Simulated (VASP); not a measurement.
Runs of VASP 6.6.1 on Ag. It takes space group Fm-3m (No. 225, cubic). Conventional cell: a = 4.085 Å, b = 4.085 Å, c = 4.085 Å, α = 90.00°, β = 90.00°, γ = 90.00°. Around Ag (site symmetry m-3m) lie 12 Ag at 2.89 Å. 

```csv
k mesh,cutoff (eV),mesh quality,gap on the mesh (eV),pressure (GPa)
6 × 6 × 6,520,coarse,none,(b)
14 × 14 × 14,520,not flagged,none,4.5
12 × 12 × 12,450,not flagged,none,4.8
10 × 10 × 10,520,not flagged,none,4.9
12 × 12 × 12,300,not flagged,none,4.6
18 × 18 × 18,520,not flagged,none,4.6
24 × 24 × 24,520,not flagged,none,4.6
12 × 12 × 12,700,not flagged,none,4.8
4 × 4 × 4,520,coarse,none,(a)
12 × 12 × 12,350,not flagged,none,3.9
12 × 12 × 12,250,not flagged,none,-
12 × 12 × 12,400,not flagged,none,4.4
```

Alike in all rows: task single point; level PBE; potentials or basis VASP PAW PBE potentials, release 64 (Ag); no spin polarisation; cell as given; smearing gaussian 0.1 eV.

Problem. Estimate the missing entries.

Solution. (a) 5.6; (b) 5.4.

Caveats: some runs use coarse meshes; the cutoff is under 1.25 times the usual one of these potentials, so pressure, stress and relaxed cells hold a basis-set (Pulay) error (some runs).

A k mesh can miss the band edges, and the runs leave out spin-orbit coupling on Ag.

A gap of «none» marks a metal or a gap under the smearing width.

Not every run made on this cell is shown here.
